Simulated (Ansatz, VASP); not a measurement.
KNa2Rh in VASP and in Ansatz

```
K Na Rh
1.0
     3.65759    0.00000    0.00000
     0.00000    3.65759    0.00000
     0.00000    0.00000    9.14552
K Na Rh
1 2 1
Cartesian
  1.8288 1.8288 4.5728
  0.0000 0.0000 7.6652
  0.0000 0.0000 1.4803
  1.8288 1.8288 0.0000
```

Alike in both runs: functional PBE; k mesh 6 × 6 × 2; occupations gaussian, width 0.1 eV; no spin polarisation.

Ansatz relaxed the structure, and its values are those at the end. VASP's run is a single point on that final structure, the one shown.

|  | VASP | Ansatz |
| --- | --- | --- |
| version | VASP 6.6.1 | Ansatz 0.2.0 |
| potentials or method | VASP PAW PBE potentials, release 64 (K_sv, Na_pv, Rh_pv) | scalar-relativistic, plane waves, PAW |
| plane-wave cutoff (eV) | 520 | 420 |
| valence electrons in the cell | 38 | 44 |

|  | VASP | Ansatz | Ansatz less VASP |
| --- | --- | --- | --- |
| gap on the k mesh at the Fermi level (eV) | none | none | - |
| pressure (GPa) | -0.2 | -0.2 | -0.02 |

A gap of «none» marks a metal or a gap that the smearing closes. The functional is the same, so the differences come from potentials, cutoffs and numerics. The two sets of potentials don't hold the same shells in valence.
